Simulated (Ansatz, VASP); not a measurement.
# AlN (6H polytype (invented)): VASP beside Ansatz

One calculation is typed for both programs; each brings its own data sets. How far apart do they land? The cell is taken from a series of runs on this material, whose earlier steps may have relaxed, scaled, displaced or heated it; both programs get it as it stands.

Method: plane waves, with VASP 6.6.1 beside it; single point at r2SCAN, in Ansatz 0.2.0.

## 1. The structure

It takes space group P6_3mc (No. 186, hexagonal). Conventional cell: a = 3.094 Å, b = 3.094 Å, c = 15.081 Å, α = 90.00°, β = 90.00°, γ = 120.00°. Nearest to Al lie 4 N at 1.89 Å. Al has 4 N at 1.89 to 1.90 Å nearest. Nearest to Al lie 4 N at 1.89 to 1.90 Å. N has 4 Al at 1.89 Å nearest. Nearest to N lie 4 Al at 1.89 to 1.90 Å. N has 4 Al at 1.89 to 1.90 Å nearest. Farther neighbours and most contacts between anions are not listed.

## 2. VASP: single point, r2SCAN

A single point gives forces, pressure and levels at one fixed geometry, so differences don't come from the geometry; what else differs is listed under the comparison.

Lines of VASP's logs that name or quote its potential files are left out, and so is its time.

Input file INCAR:

```
SYSTEM = AlN
PREC = Accurate
ENCUT = 580
EDIFF = 1E-06
NELM = 120
ISMEAR = 0
SIGMA = 0.01
LREAL = .FALSE.
ALGO = Normal
METAGGA = R2SCAN
LASPH = .TRUE.
NBANDS = 36
LORBIT = 11
LWAVE = .FALSE.
LCHARG = .FALSE.
ISIF = 2
GGA_COMPAT = .FALSE.
EFERMI = MIDGAP
LMIXTAU = .TRUE.
KPAR = 2
```

Input file POSCAR:

```
AlN
1.0
    3.0943015540      0.0000000000      0.0000000000
   -1.5471507770      2.6797437528      0.0000000000
    0.0000000000      0.0000000000     15.0808558290
Al N
6 6
Direct
    0.0000000000      0.0000000000      0.0001459516
    0.3333333333      0.6666666667      0.1658870141
    0.6666666667      0.3333333333      0.3330509981
    0.0000000000      0.0000000000      0.5001459516
    0.6666666667      0.3333333333      0.6658870141
    0.3333333333      0.6666666667      0.8330509981
    0.0000000000      0.0000000000      0.1252948819
    0.3333333333      0.6666666667      0.2917521939
    0.6666666667      0.3333333333      0.4588689604
    0.0000000000      0.0000000000      0.6252948819
    0.6666666667      0.3333333333      0.7917521939
    0.3333333333      0.6666666667      0.9588689604
```

Input file KPOINTS:

```
Automatic mesh
0
Gamma
9 9 2
0 0 0
```

The projector-augmented-wave data sets are Al and N (PBE family, release 64).

Run with:

```sh
> mpirun -np 2 vasp_std
```

Numbers of over 12 decimals in the logs are rounded to 6 here.

Output:

```text
[banner, memory and clock lines left out]
running    2 mpi-ranks, on    1 nodes
 distrk:  each k-point on    1 cores,    2 groups
 distr:  one band on    1 cores,    1 groups

 POSCAR found type information on POSCAR AlN
 POSCAR found :  2 types and      12 ions
|                                                                             |
|               ----> ADVICE to this user running VASP <----                  |
|                                                                             |
|     You enforced a specific xc type in the INCAR file but a different       |
|     [... a line on the potential file left out ...]
|     I HOPE YOU KNOW WHAT YOU ARE DOING!                                     |
|                                                                             |

 LDA part: xc-table for (None), standard interpolation
 POSCAR, INCAR and KPOINTS ok, starting setup
 FFT: planning ... GRIDC
 FFT: planning ... GRID_SOFT
 FFT: planning ... GRID
 WAVECAR not read
 entering main loop
       N       E                     dE             d eps       ncg     rms          rms(c)
DAV:   1     0.169296935827E+03    0.16930E+03   -0.24274E+04  1728   0.134E+03
DAV:   2    -0.123010976201E+03   -0.29231E+03   -0.27603E+03  2260   0.275E+02
DAV:   3    -0.140974098868E+03   -0.17963E+02   -0.17853E+02  2240   0.720E+01
DAV:   4    -0.141171176205E+03   -0.19708E+00   -0.19688E+00  2160   0.824E+00
DAV:   5    -0.141174216544E+03   -0.30403E-02   -0.30393E-02  2164   0.101E+00    0.218E+01
DAV:   6    -0.120222952605E+03    0.20951E+02   -0.44866E+01  2096   0.302E+01    0.947E+00
DAV:   7    -0.118404581282E+03    0.18184E+01   -0.28689E+00  2040   0.992E+00    0.578E+00
DAV:   8    -0.120684179145E+03   -0.22796E+01   -0.72299E-01  1800   0.735E+00    0.309E+00
DAV:   9    -0.118457531221E+03    0.22266E+01   -0.72203E-01  1792   0.638E+00    0.127E+00
DAV:  10    -0.114305299156E+03    0.41522E+01   -0.36990E-01  1736   0.448E+00    0.103E+00
DAV:  11    -0.114212284845E+03    0.93014E-01   -0.14657E-02  2168   0.661E-01    0.733E-01
DAV:  12    -0.114600559828E+03   -0.38827E+00   -0.98499E-02  1772   0.224E+00    0.705E-01
DAV:  13    -0.114960850263E+03   -0.36029E+00   -0.12149E-01  1924   0.221E+00    0.408E-01
DAV:  14    -0.115168137188E+03   -0.20729E+00   -0.50578E-02  1748   0.156E+00    0.261E-01
[...]
DAV:  19    -0.115169168833E+03   -0.10357E-03   -0.20206E-04  1820   0.120E-01    0.515E-02
DAV:  20    -0.115169236505E+03   -0.67672E-04   -0.11674E-04  1860   0.675E-02    0.334E-02
DAV:  21    -0.115169304479E+03   -0.67974E-04   -0.11269E-04  1772   0.722E-02    0.151E-02
DAV:  22    -0.115169294973E+03    0.95057E-05   -0.77105E-06  2068   0.216E-02    0.647E-03
DAV:  23    -0.115169364207E+03   -0.69234E-04   -0.17716E-05  1816   0.296E-02    0.574E-03
DAV:  24    -0.115169338325E+03    0.25882E-04   -0.20664E-06  1264   0.108E-02    0.315E-03
DAV:  25    -0.115169371622E+03   -0.33297E-04   -0.38724E-06  1672   0.156E-02    0.113E-03
DAV:  26    -0.115169371897E+03   -0.27469E-06   -0.86587E-08   936   0.227E-03
   1 F= -.11516937E+03 E0= -.11516937E+03  d E =0.000000E+00
```

OUTCAR, selected parts (step 2):

```text
ion  position               nearest neighbor table
   1  0.000  0.000  0.000-   7 1.89  12 1.89  12 1.89  12 1.89   2 3.07   2 3.07   2 3.07   6 3.09
                             6 3.09   6 3.09
   2  0.333  0.667  0.166-   7 1.89   7 1.89   7 1.89   8 1.90   1 3.07   1 3.07   1 3.07   3 3.09
                             3 3.09   3 3.09
   3  0.667  0.333  0.333-   8 1.89   8 1.89   8 1.89   9 1.90   4 3.09   4 3.09   4 3.09   2 3.09
                             2 3.09   2 3.09
   4  0.000  0.000  0.500-  10 1.89   9 1.89   9 1.89   9 1.89   5 3.07   5 3.07   5 3.07   3 3.09
                             3 3.09   3 3.09
   5  0.667  0.333  0.666-  10 1.89  10 1.89  10 1.89  11 1.90   4 3.07   4 3.07   4 3.07   6 3.09
                             6 3.09   6 3.09
   6  0.333  0.667  0.833-  11 1.89  11 1.89  11 1.89  12 1.90   1 3.09   1 3.09   1 3.09   5 3.09
                             5 3.09   5 3.09
   7  0.000  0.000  0.125-   1 1.89   2 1.89   2 1.89   2 1.89
   8  0.333  0.667  0.292-   3 1.89   3 1.89   3 1.89   2 1.90
   9  0.667  0.333  0.459-   4 1.89   4 1.89   4 1.89   3 1.90
  10  0.000  0.000  0.625-   4 1.89   5 1.89   5 1.89   5 1.89
  11  0.667  0.333  0.792-   6 1.89   6 1.89   6 1.89   5 1.90
  12  0.333  0.667  0.959-   1 1.89   1 1.89   1 1.89   6 1.90

  LATTYP: Found a hexagonal cell.
 ALAT       =     3.0943015540
 C/A-ratio  =     4.8737511732

 Subroutine GETGRP returns: Found 12 space group operations
 (whereof  6 operations were pure point group operations)

The static configuration has the point symmetry C_3v.
 The point group associated with its full space group is C_6v.

 Found     24 irreducible k-points:

   k-points           NKPTS =     24   k-points in BZ     NKDIM =     24   number of bands    NBANDS=     36

   dimension x,y,z NGX =    24 NGY =   24 NGZ =  120
   dimension x,y,z NGXF=    48 NGYF=   48 NGZF=  240

   ENCUT  =  580.0 eV  42.63 Ry    6.53 a.u.   6.08  6.08 29.61*2*pi/ulx,y,z

   NELECT =      48.0000    total number of electrons

 k-points in reciprocal lattice and weights: Automatic mesh
   0.00000000  0.00000000  0.00000000       0.006
   0.11111111  0.00000000  0.00000000       0.037
   0.22222222 -0.00000000  0.00000000       0.037
   0.33333333  0.00000000  0.00000000       0.037
   0.44444444 -0.00000000  0.00000000       0.037
   0.11111111  0.11111111  0.00000000       0.037
   0.22222222  0.11111111  0.00000000       0.074
   0.33333333  0.11111111  0.00000000       0.074
   0.44444444  0.11111111  0.00000000       0.037
[...]
0.33333333  0.22222222  0.50000000       0.074
   0.33333333  0.33333333  0.50000000       0.012

 average (electrostatic) potential at core
       1 -74.5575       2 -74.5011       3 -74.5338       4 -74.5575       5 -74.5011
       6 -74.5338       7 -62.7183       8 -62.7461       9 -62.8316      10 -62.7183
      11 -62.7461      12 -62.8316

 E-fermi :   8.0308

 k-point     1 :       0.0000    0.0000    0.0000
  band No.  band energies     occupation
    ...
     20       5.5582      2.00000
     21       5.5582      2.00000
     22       5.6890      2.00000
     23       5.6890      2.00000
     24       5.7503      2.00000
     25      10.6440      0.00000
     26      12.0280      0.00000
     27      12.1677      0.00000
     28      13.3969      0.00000
     29      13.6553      0.00000
    ...

 k-point     2 :       0.1111    0.0000    0.0000
  band No.  band energies     occupation
    ...
     20       5.2814      2.00000
     21       5.4554      2.00000
     22       5.4850      2.00000
     23       5.6674      2.00000
     24       5.6938      2.00000
     25      11.3513      0.00000
     26      12.4258      0.00000
     27      12.5467      0.00000
     28      13.7321      0.00000
     29      14.0368      0.00000
    ...

 k-point     3 :       0.2222   -0.0000    0.0000
  band No.  band energies     occupation
    ...
     20       4.9240      2.00000
     21       5.2306      2.00000
     22       5.2653      2.00000
     23       5.5199      2.00000
     24       5.5363      2.00000
     25      12.4750      0.00000
     26      12.5955      0.00000
     27      12.6377      0.00000
     28      13.2417      0.00000
     29      13.5687      0.00000
    ...

  Total       -0.2016074     -0.2016074     -0.1896794      0.0000000      0.0000000      0.0000000
  in kB       -2.5830646     -2.5830646     -2.4302385      0.0000000      0.0000000      0.0000000
  external PRESSURE =      -2.5321225 kB  Pullay stress =       0.0000000 kB

  energy-cutoff  :      580.00
  volume of cell :      125.05
      direct lattice vectors                 reciprocal lattice vectors
     3.094301554  0.000000000  0.000000000     0.323174708  0.186585004  0.000000000
    -1.547150777  2.679743753  0.000000000     0.000000000  0.373170009  0.000000000
     0.000000000  0.000000000 15.080855829     0.000000000  0.000000000  0.066309234

 POSITION                                       TOTAL-FORCE (eV/Angst)
 -----------------------------------------------------------------------------------
      0.00000      0.00000      0.00220        -0.000000      0.000000     -0.004348
     -0.00000      1.78650      2.50172         0.000000     -0.000000      0.001355
      1.54715      0.89325      5.02269        -0.000000     -0.000000     -0.003035
      0.00000      0.00000      7.54263         0.000000      0.000000     -0.004348
      1.54715      0.89325     10.04215        -0.000000     -0.000000      0.001355
     -0.00000      1.78650     12.56312         0.000000     -0.000000     -0.003035
      0.00000      0.00000      1.88955        -0.000000     -0.000000      0.001411
     -0.00000      1.78650      4.39987        -0.000000      0.000000      0.003351
      1.54715      0.89325      6.92014         0.000000     -0.000000      0.001266
      0.00000      0.00000      9.42998         0.000000      0.000000      0.001411
      1.54715      0.89325     11.94030        -0.000000     -0.000000      0.003351
     -0.00000      1.78650     14.46056        -0.000000     -0.000000      0.001266
 -----------------------------------------------------------------------------------
    total drift:                               -0.000000     -0.000000     -0.060622

  FREE ENERGIE OF THE ION-ELECTRON SYSTEM (eV)
  ---------------------------------------------------
  free  energy   TOTEN  =      -115.1693718970 eV

  energy  without entropy=     -115.1693718970  energy(sigma->0) =     -115.16937190

 total charge
# of ion       s       p       d       tot
------------------------------------------
    1        0.369   0.455   0.000   0.824
    2        0.368   0.451   0.000   0.819
    3        0.368   0.452   0.000   0.821
    4        0.369   0.455   0.000   0.824
    5        0.368   0.451   0.000   0.819
    6        0.368   0.452   0.000   0.821
    7        1.228   2.676   0.000   3.905
    8        1.228   2.667   0.000   3.895
    9        1.229   2.668   0.000   3.896
   10        1.228   2.676   0.000   3.905
   11        1.228   2.667   0.000   3.895
   12        1.229   2.668   0.000   3.896
--------------------------------------------------
tot          9.582  18.737   0.000  28.318

[... 3 further parts left out ...]
```

The run ends at a pressure of -0.25 GPa, with forces up to 0.0043 eV/Å.

[end of part 1 of 2]

[Lines on the potential files, build, host, timing and source positions are cut from VASP's logs without a mark.]

[Logs are printed without paths, hosts, clocks, repeated set-up lines and the standing remarks that a program may print on its own settings, such as how far it seeks lower states.]

[Hosts, paths, dates, database ids (printed as entryN), source tags and the programs' standing remarks are cut or masked in the printed files.]
